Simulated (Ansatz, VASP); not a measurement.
# LiCaF3: VASP beside Ansatz

```
Li Ca F
1.0
     3.76124    0.00000    0.00000
     0.00000    3.76124    0.00000
     0.00000    0.00000    3.76124
Li Ca F
1 1 3
Direct
  0.50000 0.50000 0.50000
  0.00000 0.00000 0.00000
  0.00000 0.50000 0.50000
  0.50000 0.50000 0.00000
  0.50000 0.00000 0.50000
```

The cell comes from a database or a generator and needn't be the stable form of this composition.

Alike in both runs: task single point; functional PBE; k mesh 8 × 8 × 8; occupations gaussian, width 0.05 eV; no spin polarisation.

```csv
,VASP,Ansatz
version,VASP 6.6.1,Ansatz 0.2.0
potentials or method,"VASP PAW PBE potentials, release 64 (Li_sv, Ca_sv, F)","scalar-relativistic, plane waves, PAW"
plane-wave cutoff (eV),520,420
valence electrons in the cell,34,34
```

```csv
,VASP,Ansatz,Ansatz less VASP
gap on the k mesh at the Fermi level (eV),6.48,6.49,+0.006
least direct gap on the mesh (eV),6.59,6.60,+0.006
```

 A k mesh can miss the band edges. As with any semilocal functional, this PBE gap is likely too small.
